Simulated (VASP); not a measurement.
Consider the following.

```yaml
crystal:
  lattice:
    - [2.05983, 1.18924, 6.74324]
    - [-2.05983, 1.18924, 6.74324]
    - [0.00000, -2.37849, 6.74324]
  atoms:
    - { symbol: Cs, position: [0.25850, 0.25850, 0.25850] }
    - { symbol: Cs, position: [0.74150, 0.74150, 0.74150] }
    - { symbol: O, position: [0.00000, 0.00000, 0.00000] }
```

Level of theory: PBEsol GGA, VASP's PBE PAW potentials (set 64) (plane waves; VASP). Numerical set-up: 520 eV cut-off, Gaussian smearing of 0.050 eV, potentials Cs_sv O.

Unless said otherwise, spin-orbit coupling is left out, though it shifts the bands of the heavy elements here.

Give the energies of bands 10 to 15 at the high-symmetry points, in eV from the valence-band maximum.

```
band      Γ      T     H2      L     S0      F
----  -----  -----  -----  -----  -----  -----
10    -0.91  -0.98  -0.38  -0.55  -0.33  -0.62
11    -0.57  -0.56  -0.15  -0.24  -0.18  -0.31
12    -0.57  -0.56  -0.12   0.00  -0.12  -0.12
13     1.02   2.22   3.17   3.05   3.14   2.29
14     3.73   3.06   3.26   3.08   3.28   2.75
15     5.13   4.45   3.57   4.17   3.67   3.25
```

The gap is indirect, 1.02 eV, from the valence maximum at L to the conduction minimum at Γ.

The structure comes from a computed database's Cs2O entry (R-3m); how it stands against other phases isn't given here. It was relaxed first.
